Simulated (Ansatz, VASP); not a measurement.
## Sn in two plane-wave programs

Wanted: the spread between two codes on one cell, functional and k mesh. The cell is taken from a series of runs on this material, whose earlier steps may have relaxed, scaled, displaced or heated it; both programs get it as it stands.

Method: plane waves, with VASP 6.6.1 beside it; zone-centre phonons at PBE, in Ansatz 0.2.0.

## 1. Starting point

Symmetry: Fd-3m, No. 227, cubic system. The conventional cell has a = 6.656 Å, b = 6.656 Å, c = 6.656 Å, α = 90.00°, β = 90.00°, γ = 90.00°. Sn has 4 Sn at 2.88 Å nearest.

Structure file:

```cif
data_structure
_symmetry_space_group_name_H-M 'Fd-3m:1'
_symmetry_Int_Tables_number 227
_cell_length_a 6.6557
_cell_length_b 6.6557
_cell_length_c 6.6557
_cell_angle_alpha 90.000
_cell_angle_beta 90.000
_cell_angle_gamma 90.000
_cell_volume 294.83
loop_
_atom_site_label
_atom_site_type_symbol
_atom_site_symmetry_multiplicity
_atom_site_Wyckoff_symbol
_atom_site_fract_x
_atom_site_fract_y
_atom_site_fract_z
_atom_site_occupancy
Sn1 Sn 8 b 0.00000 0.50000 0.00000 1
```

## 2. Ansatz: zone-centre phonons, PBE

Ansatz runs on its default PAW (the set named soft_2) files.

Second derivatives magnify differences that forces hide, and they need a tight electronic threshold.

File input.yaml:

```yaml
crystal:
  lattice:
    - [-3.3278355024, 0.0, 3.3278355024]
    - [0.0, 3.3278355024, 3.3278355024]
    - [-3.3278355024, 3.3278355024, 0.0]
  atoms:
    - { symbol: Sn, position: [0.5, 0.5, 0.5] }
    - { symbol: Sn, position: [0.25, 0.25, 0.25] }
kpoints:
  mp_grid: { grid: [12, 12, 12] }
hamiltonian:
  xc: pbe
scf:
  occupations: { method: fermi_dirac, width: 0.1 }
output:
  eigenvalues: true
phonons:
  method: dfpt
```

Launch:

```sh
$ ansatz run input.yaml --threads 2 --pin off --max-ram 5120MiB --backend cpu --events-out ev --progress --plain --runs-dir out
```

Numbers of over 12 decimals in the logs are rounded to 6 here.

The program printed:

```text
zone centre: on kpoints.mp_grid the ground state, and the responses unless they are solved on pairs of k-points, stand on 163 of the mesh's 1728 k-points, reduced under 8 symmetry operations, with k and −k counted as one. Each operation leaves every solved displacement unchanged or reverses it
Engine: ansatz 0.2.0, x86_64-unknown-linux-gnu
Pseudopotentials: kind: paw
Pseudopotential: Sn, paw, valence charge 14, recommended cutoff 420 eV (normal), Sn.paw.azcp
Functional definition: PBE
  parameter kappa = 0.804
  parameter beta = 0.066725
  exchange = pbe_x(kappa = kappa, mu = beta*pi^2/3)
  correlation = pbe_c(beta = beta)
Crystal: 2 atoms, lattice volume = 73.708 Å³
Basis set: ecut = 420 eV, 1459 PW (Γ), exchange–correlation on 64×64×64 points (8 copies of the dense FFT grid, shifted against one another)
Bands: 18, of which v1, the nominal top of the filled ones, is band 14 counted from 1 (13 counted from 0)
Symmetry: 48 space group operations
k-points: 163 of 1728 (irreducible under 8 space group operations, time reversal used)
Non-local potential: Sn, projectors of the file, l = 0: 2, l = 1: 2, l = 2: 2, l = 3: 2
PAW form: soft (Blöchl's): semilocal exchange-correlation on the pseudo side does not see the compensation charge
PAW one-centre angular grid: Sn, 590 points (default); XC on 64 Gauss nodes
Initial density: superposition of atomic densities (neutral atoms: chi_scale 0, normalization atom), corrected by the library's trained network
Initial wavefunctions: pseudopotential atomic-orbital guess
Functional: x = pbe(κ = 0.804, μ = 0.219515), c = pbe(β = 0.066725)
SCF iter   1: F=—  HF=-12048.428946 eV  |F-HF|=—  |Δ(HF+E_count)|=         —  Δρ=8.47e-4  dr2=1.07e-3  ethr=1.77e-3  ⟨swp⟩=6.0  Hψ=15245  notcnv=0
preconditioner: auto → Kerker (q_TF=auto, 2.322 Å⁻¹)  [metal: Δε(μ)=0.063 eV  Ē_g=19.869 eV  σ=0.100 eV  W_gap=0.16  n_scr=14 (ndim 8)  ℏωp=22.9 eV  f_vac=0.121  D(μ)=0.19/eV (n_scr^D=0)]
SCF iter   2: F=—  HF=-12048.427923 eV  |F-HF|=—  |Δ(HF+E_count)|=   1.02e-3  Δρ=6.52e-4  dr2=8.53e-4  ethr=3.83e-6  ⟨swp⟩=2.1  Hψ=6358  notcnv=0
SCF iter   3: F=—  HF=-12048.428003 eV  |F-HF|=—  |Δ(HF+E_count)|=   8.03e-5  Δρ=3.85e-4  dr2=3.38e-4  ethr=3.05e-6  ⟨swp⟩=2.7  Hψ=5322  notcnv=0
SCF iter   4: F=—  HF=-12048.428149 eV  |F-HF|=—  |Δ(HF+E_count)|=   1.46e-4  Δρ=2.79e-4  dr2=6.24e-5  ethr=1.21e-6  ⟨swp⟩=3.0  Hψ=5318  notcnv=0
SCF iter   5: F=—  HF=-12048.428193 eV  |F-HF|=—  |Δ(HF+E_count)|=   4.35e-5  Δρ=1.46e-4  dr2=1.22e-5  ethr=2.23e-7  ⟨swp⟩=2.0  Hψ=3616  notcnv=0
SCF iter   6: F=—  HF=-12048.428193 eV  |F-HF|=—  |Δ(HF+E_count)|=   2.97e-8  Δρ=1.61e-5  dr2=1.84e-7  ethr=4.36e-8  ⟨swp⟩=2.0  Hψ=5224  notcnv=0
SCF iter   7: F=—  HF=-12048.428193 eV  |F-HF|=—  |Δ(HF+E_count)|=   2.05e-7  Δρ=2.61e-6  dr2=3.18e-9  ethr=6.59e-10  ⟨swp⟩=2.0  Hψ=5252  notcnv=0
SCF iter   8: F=—  HF=-12048.428193 eV  |F-HF|=—  |Δ(HF+E_count)|=   1.51e-8  Δρ=1.02e-6  dr2=5.82e-10  ethr=1.13e-11  ⟨swp⟩=2.3  Hψ=3666  notcnv=0
SCF iter   9: F=—  HF=-12048.428193 eV  |F-HF|=—  |Δ(HF+E_count)|=  5.28e-10  Δρ=3.35e-7  dr2=5.96e-11  ethr=2.08e-12  ⟨swp⟩=2.0  Hψ=5248  notcnv=0
SCF iter  10: F=-12048.428193 eV  HF=-12048.428193 eV  |F-HF|=1.82e-12  |Δ(HF+E_count)|=  1.27e-11  Δρ=1.65e-8  dr2=1.95e-13  ethr=1.00e-12  ⟨swp⟩=6.3  Hψ=13484  notcnv=0
SCF 1 converged in 10 iterations: F = -12048.428193 eV  dr2 = 1.95e-13
  greatest PAW one-centre occupation: 0.990 electrons in one spin orbital (limit 2), on the Sn atom at site 1 (counted from 0), in its partial waves of l = 2
DFPT response loops at Γ: preconditioner auto → Kerker (q_TF=auto, 2.322 Å⁻¹) (partly filled bands, converged f_vac=0.111); β = 1.00, the filter's whole step (`scf.mixing.beta` (0.50) is not read by the response loops under this deck's `scf.mixing.preconditioner`; to damp them name `kerker` or `kerker_dos`, under which they read `scf.mixing.beta`, and type it under 1.00, their step now; both keys bind the ground state too); Broyden in place of MSR1
SCF converged after 10 iterations
Free energy (F): -12048.428193 eV
Harris-Foulkes:  -12048.428193 eV  (|F-HF|=1.82e-12)
Internal energy: -12048.421718 eV  (E = F + TS)
E sigma→0 (E₀):  -12048.424955 eV
Entropy (-TS):   -0.006475 eV (-3.237 meV/atom)
Fermi energy:    6.909834 eV
--- Per-component energies (eV) ---
  E_band       = -270.261041
  E_kinetic    = 372.993772
  E_local      = -2394.458547  (includes V_loc(G=0)·N_el)
  E_nonlocal   = -64.178550
  E_hartree    = 1360.178858
  E_xc         = -763.495963
  E_vxc        = -190.165570  (∫ρ·V_xc dr)
  E_paw        = -8275.195060  (= ΣΔE_a)
  E_vpaw       = -714.809852  (= ΣTr[D̂ρ^β])
  E_aug_tail   = -0.000001  (compensation charges beyond the density's cutoff)
  E_ewald      = -2284.266227
  E_smearing   = -0.006475  (= −TS)
  E_closure    = 0.000000  (closes the sum)
  Σ components = -12048.428193   (vs F -12048.428193, Δ=0.00e0)
--- Band table (eV; the first three rows and the last of 163) ---
  k-point 0: bands = [... 10 lower, -3.2169, 5.7530, 6.9881, 6.9881, 6.9881, 9.0497, 9.0497, 9.0497]
  k-point 1: bands = [... 10 lower, -3.1547, 5.1051, 6.8634, 6.8634, 7.2504, 9.2128, 9.2128, 9.2911]
  k-point 2: bands = [... 10 lower, -2.9709, 4.0137, 6.5924, 6.5924, 7.2847, 9.5665, 9.5665, 10.0571]
  k-point 162: bands = [... 10 lower, -0.3661, -0.3661, 4.6774, 4.6774, 7.8031, 7.8031, 14.1521, 14.1521]
--- Phonons (Γ-DFPT): 1 representative perturbation + reference, on 163 of 1728 k-points (Σ response iterations 3) ---
  k mesh reduced under 8 symmetry operations, with k and −k counted as one. Each operation leaves every solved displacement unchanged or reverses it
  ASR residual: 3.000e-5 → 0.000e0 eV/Å²; symmetrization residual: 2.395e-12 eV/Å²
  ASR residual per site (eV/Å²): 3.00e-5 3.00e-5
  Γ frequencies (cm⁻¹): 0.00 0.00 0.00 172.97 172.97 172.97
  non-analytic LO–TO correction: not included (Born effective charges unavailable; polar crystals: no LO–TO splitting at Γ)
```

Reading the cycles: dr2 is the Hartree energy of the density residual (eV), the measure of convergence; HF is the Harris–Foulkes estimate of the energy, which meets the free energy F at convergence.

## 3. VASP: zone-centre phonons, PBE

The same cell, functional, mesh and smearing now go to VASP, with its own data sets.

Lines of VASP's logs that name or quote its potential files are left out, and so is its time.

File INCAR:

```
SYSTEM = Sn
PREC = Accurate
ENCUT = 500
EDIFF = 1E-08
NELM = 120
ISMEAR = -1
SIGMA = 0.1
LREAL = .FALSE.
ALGO = Normal
GGA = PE
NBANDS = 20
LORBIT = 11
LWAVE = .FALSE.
LCHARG = .FALSE.
ISIF = 2
IBRION = 8
LASPH = .TRUE.
GGA_COMPAT = .FALSE.
KPAR = 2
```

File POSCAR:

```
Sn
1.0
   -3.3278355024      0.0000000000      3.3278355024
    0.0000000000      3.3278355024      3.3278355024
   -3.3278355024      3.3278355024      0.0000000000
Sn
2
Direct
    0.5000000000      0.5000000000      0.5000000000
    0.2500000000      0.2500000000      0.2500000000
```

File KPOINTS:

```
Automatic mesh
0
Gamma
12 12 12
0 0 0
```

Potentials, in the order of the species: Sn_d (PBE family, release 64).

Launch:

```sh
$ mpirun -np 2 vasp_std
```

The program printed:

```text
[banner, memory and clock lines left out]
running    2 mpi-ranks, on    1 nodes
 distrk:  each k-point on    1 cores,    2 groups
 distr:  one band on    1 cores,    1 groups

 POSCAR found type information on POSCAR Sn
 POSCAR found :  1 types and       2 ions
 LDA part: xc-table for (Slater+PW92), standard interpolation
 POSCAR, INCAR and KPOINTS ok, starting setup
 FFT: planning ... GRIDC
 FFT: planning ... GRID_SOFT
 FFT: planning ... GRID
 WAVECAR not read
 entering main loop
       N       E                     dE             d eps       ncg     rms          rms(c)
DAV:   1     0.220393522101E+03    0.22039E+03   -0.14879E+04  2904   0.194E+03
DAV:   2     0.152492536051E+02   -0.20514E+03   -0.20150E+03  2884   0.434E+02
DAV:   4    -0.771415254868E+01   -0.71415E+00   -0.71367E+00  3236   0.285E+01
DAV:   5    -0.773924046149E+01   -0.25088E-01   -0.25087E-01  3956   0.518E+00    0.288E+00
DAV:   6    -0.770844411912E+01    0.30796E-01   -0.28076E-02  3844   0.208E+00    0.168E+00
DAV:   7    -0.769396879136E+01    0.14475E-01   -0.38759E-02  3064   0.217E+00    0.157E-01
DAV:   8    -0.769563685179E+01   -0.16681E-02   -0.53262E-03  3196   0.859E-01    0.502E-02
DAV:   9    -0.769604457359E+01   -0.40772E-03   -0.48254E-04  3280   0.142E-01    0.134E-02
DAV:  10    -0.769607795125E+01   -0.33378E-04   -0.56368E-05  3292   0.611E-02    0.611E-03
DAV:  11    -0.769608294793E+01   -0.49967E-05   -0.72826E-06  3280   0.180E-02    0.607E-04
DAV:  12    -0.769608288774E+01    0.60189E-07   -0.20886E-07  3556   0.342E-03    0.521E-04
DAV:  13    -0.769608288771E+01    0.35016E-10   -0.30834E-08  2524   0.106E-03
   1 F= -.76960829E+01 E0= -.76928384E+01  d E =-.648900E-02
 Linear response reoptimize wavefunctions to high precision
DAV:   1    -0.769608287658E+01    0.11133E-07   -0.28875E-09  2744   0.554E-04
DAV:   2    -0.769608287661E+01   -0.29559E-10   -0.37592E-10  1760   0.203E-04
 Linear response DOF=           1
 Linear response progress:
  Degree of freedom:   1/  1
       N       E                     dE             d eps       ncg     rms          rms(c)
RMM:   1    -0.214054370164E+00   -0.21405E+00    0.50823E-01 14051   0.986E+00
RMM:   2    -0.220662314952E+00   -0.66079E-02   -0.19526E-02 19634   0.114E+00    0.642E-02
RMM:   3    -0.220768982911E+00   -0.10667E-03   -0.15594E-03 20781   0.317E-01    0.298E-02
RMM:   4    -0.220620837957E+00    0.14814E-03   -0.11253E-04 20465   0.954E-02    0.116E-02
RMM:   5    -0.220579221587E+00    0.41616E-04   -0.15323E-05 20826   0.327E-02    0.399E-03
RMM:   6    -0.220577558488E+00    0.16631E-05   -0.11512E-06 21017   0.981E-03    0.192E-03
RMM:   7    -0.220576439181E+00    0.11193E-05   -0.13316E-07 20603   0.365E-03    0.338E-04
RMM:   8    -0.220573896003E+00    0.25432E-05    0.15719E-07 21370   0.134E-03    0.174E-04
RMM:   9    -0.220572973220E+00    0.92278E-06    0.13188E-07 21124   0.537E-04    0.598E-05
RMM:  10    -0.220573274340E+00   -0.30112E-06    0.16933E-08 22020   0.224E-04    0.188E-05
RMM:  11    -0.220573285681E+00   -0.11340E-07   -0.15927E-09 21469   0.116E-04    0.528E-06
RMM:  12    -0.220573299795E+00   -0.14114E-07    0.18395E-08 22790   0.650E-05    0.376E-06
RMM:  13    -0.220573288374E+00    0.11420E-07    0.31841E-08 22638   0.426E-05    0.294E-06
RMM:  14    -0.220573270918E+00    0.17457E-07    0.15935E-08 22542   0.327E-05    0.173E-06
RMM:  15    -0.220573251341E+00    0.19577E-07    0.12269E-08 22216   0.283E-05    0.306E-07
RMM:  16    -0.220573250756E+00    0.58474E-09    0.51808E-09 17224   0.253E-05    0.262E-07
 first order change of Fermi-energy  -0.29208E-03
 force on displaced ion       1 direction 1 :  -6.555  -0.000  -0.000
 Linear response finished
```

From OUTCAR (step 3):

```text
ion  position               nearest neighbor table
   1  0.500  0.500  0.500-   2 2.88   2 2.88   2 2.88   2 2.88
   2  0.250  0.250  0.250-   1 2.88   1 2.88   1 2.88   1 2.88

  LATTYP: Found a face centered cubic cell.
 ALAT       =     6.6556710048

 Subroutine GETGRP returns: Found 48 space group operations
 (whereof 24 operations were pure point group operations)

The static configuration has the point symmetry T_d .
 The point group associated with its full space group is O_h .

 Found     72 irreducible k-points:

   k-points           NKPTS =     72   k-points in BZ     NKDIM =     72   number of bands    NBANDS=     20

   dimension x,y,z NGX =    36 NGY =   36 NGZ =   36
   dimension x,y,z NGXF=    72 NGYF=   72 NGZF=   72

   ENCUT  =  500.0 eV  36.75 Ry    6.06 a.u.   8.58  8.58  8.58*2*pi/ulx,y,z

   NELECT =      28.0000    total number of electrons

 k-points in reciprocal lattice and weights: Automatic mesh
   0.00000000  0.00000000  0.00000000       0.001
   0.08333333  0.00000000  0.00000000       0.005
   0.16666667  0.00000000  0.00000000       0.005
   0.25000000  0.00000000  0.00000000       0.005
   0.33333333  0.00000000  0.00000000       0.005
   0.41666667  0.00000000  0.00000000       0.005
   0.50000000  0.00000000  0.00000000       0.002
   0.08333333  0.08333333  0.00000000       0.003
   0.16666667  0.08333333  0.00000000       0.014
[...]
-0.33333333  0.50000000  0.16666667       0.007
  -0.25000000  0.50000000  0.25000000       0.003

 average (electrostatic) potential at core
       1-102.1494       2-102.1494

  Total       -0.0134071     -0.0134071     -0.0134071      0.0000000     -0.0000000      0.0000000
  in kB       -0.2914280     -0.2914280     -0.2914280      0.0000000     -0.0000000      0.0000000
  external PRESSURE =      -0.2914280 kB  Pullay stress =       0.0000000 kB

  energy-cutoff  :      500.00
  volume of cell :       73.71
      direct lattice vectors                 reciprocal lattice vectors
    -3.327835502  0.000000000  3.327835502    -0.150247811 -0.150247811  0.150247811
     0.000000000  3.327835502  3.327835502     0.150247811  0.150247811  0.150247811
    -3.327835502  3.327835502  0.000000000    -0.150247811  0.150247811 -0.150247811

 POSITION                                       TOTAL-FORCE (eV/Angst)
 -----------------------------------------------------------------------------------
     -3.32784      3.32784      3.32784        -0.000000      0.000000      0.000000
     -1.66392      1.66392      1.66392         0.000000     -0.000000     -0.000000
 -----------------------------------------------------------------------------------
    total drift:                               -0.000000      0.000000      0.000000

 Eigenvectors and eigenvalues of the dynamical matrix
 ----------------------------------------------------

   1 f  =    5.195358 THz    32.643397 2PiTHz  173.298487 cm-1    21.486264 meV
             X         Y         Z           dx          dy          dz
     -3.327836  3.327836  3.327836     0.000000   -0.707107    0.000000
     -1.663918  1.663918  1.663918     0.000000    0.707107    0.000000

   2 f  =    5.195358 THz    32.643397 2PiTHz  173.298487 cm-1    21.486264 meV
             X         Y         Z           dx          dy          dz
     -3.327836  3.327836  3.327836    -0.707107    0.000000    0.000000
     -1.663918  1.663918  1.663918     0.707107    0.000000    0.000000

   3 f  =    5.195358 THz    32.643397 2PiTHz  173.298487 cm-1    21.486264 meV
             X         Y         Z           dx          dy          dz
     -3.327836  3.327836  3.327836     0.000000    0.000000   -0.707107
     -1.663918  1.663918  1.663918     0.000000    0.000000    0.707107

   4 f  =    0.000000 THz     0.000000 2PiTHz    0.000000 cm-1     0.000000 meV
             X         Y         Z           dx          dy          dz
     -3.327836  3.327836  3.327836     0.707107    0.000000    0.000000
     -1.663918  1.663918  1.663918     0.707107    0.000000    0.000000

   5 f  =    0.000000 THz     0.000000 2PiTHz    0.000000 cm-1     0.000000 meV
             X         Y         Z           dx          dy          dz
     -3.327836  3.327836  3.327836     0.000000    0.707107    0.000000
     -1.663918  1.663918  1.663918     0.000000    0.707107    0.000000

   6 f  =    0.000000 THz     0.000000 2PiTHz    0.000000 cm-1     0.000000 meV
             X         Y         Z           dx          dy          dz
     -3.327836  3.327836  3.327836     0.000000    0.000000    0.707107
     -1.663918  1.663918  1.663918     0.000000    0.000000    0.707107

 ELASTIC MODULI CONTR FROM IONIC RELAXATION (kBar)
 Direction    XX          YY          ZZ          XY          YZ          ZX
 --------------------------------------------------------------------------------
 XX           0.0000      0.0000      0.0000      0.0000      0.0000      0.0000
 YY           0.0000      0.0000      0.0000      0.0000      0.0000      0.0000
 ZZ           0.0000      0.0000      0.0000      0.0000      0.0000      0.0000
 XY           0.0000      0.0000      0.0000   -159.0757      0.0000      0.0000
 YZ           0.0000      0.0000      0.0000      0.0000   -159.0757      0.0000
 ZX           0.0000      0.0000      0.0000      0.0000      0.0000   -159.0757
 --------------------------------------------------------------------------------
```

## 4. Comparison

Known differences besides the potentials themselves: the cutoff is 420 eV in Ansatz and 500 eV in VASP. Total energies have different zeros and are not compared.

The two programs side by side:

| quantity | Ansatz | VASP | difference |
| --- | --- | --- | --- |
| optical mode 1 to 3 (cm⁻¹) | 173.0 | 173.3 | -0.19 % |

Modes are paired by rising frequency, not by their patterns, so a pair may set unlike modes beside each other; they are those without the splitting of longitudinal modes.

## 5. Outcome

```yaml
r_m_s_difference_of_the_optical_zone_centre_modes_each_program_s_sorted_by_frequency_zone_centre_phonons_pbe: 0.33 cm⁻¹
```

In words: The r.m.s. difference of the optical zone-centre modes, each program's sorted by frequency is 0.33 cm⁻¹ (zone-centre phonons, PBE). Such differences can come from data sets, numerical settings and the points named under the comparisons, not from the functional's error against experiment.

[Lines on the potential files, build, host, timing and source positions are cut from VASP's logs without a mark.]

[Logs are printed without paths, hosts, clocks, repeated set-up lines and the standing remarks that a program may print on its own settings, such as how far it seeks lower states.]

[Hosts, paths, dates, database ids (printed as entryN), source tags and the programs' standing remarks are cut or masked in the printed files.]
